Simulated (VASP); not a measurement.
Data:

```
TiN
1.0
    0.00000     2.07188     2.07188
    2.07188     0.00000     2.07188
    2.07188     2.07188     0.00000
Ti N
1 1
Direct
  0.00000   0.00000   0.00000
  0.50000   0.50000   0.50000
```

Level of theory: optB86b-vdW, VASP's PBE PAW potentials (set 64) (plane waves; VASP 6.6.1). Run with 520 eV cut-off, 15×15×15 Γ-centred mesh, first-order Methfessel-Paxton smearing of 0.10 eV, potentials Ti_sv N.

Problem. Give the stress tensor in GPa (positive for a compressed cell).

Solution. 
```
20.22   0.00   0.00
 0.00  20.22   0.00
 0.00   0.00  20.22
```
The pressure is its mean diagonal, 20.22 GPa.

The compound is TiN in the rock salt structure. This cell is one point of a volume scan, at 0.94 of the reference volume. The electron count is odd and the run is not spin-polarised, which forces a metal.
